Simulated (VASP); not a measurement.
Molecule: H2, in a box.

```xyz
2
Lattice="10.0000 0.0000 0.0000 0.0000 10.0000 0.0000 0.0000 0.0000 10.0000" Properties=species:S:1:pos:R:3 pbc="T T T"
H     5.0000    5.0000    4.6000
H     5.0000    5.0000    5.4000
```

Base run:

| Quantity | Value |
| --- | --- |
| Program | VASP 6.6.1 |
| Functional | HSE06 |
| Potentials or basis | VASP PAW PBE potentials, release 64 (H) |
| Cutoff | 450 eV |
| k mesh | 1 × 1 × 1 |
| Occupations | gaussian, width 0.02 eV |
| Spin | no spin polarisation |

Its results: gap between the frontier levels 11.03 eV; largest force 1.677 eV/Å.

**Question.** The run is repeated on the same cell with these changes: functional from HSE06 to r2SCAN. What comes out?

**Answer.** Gap between the frontier levels 10.66 eV; largest force 1.756 eV/Å.

HSE06 gives the wider gap, since exact exchange removes part of the self-interaction.

Caveats: the PAW data sets were made with another functional, which shifts forces and pressure a little.

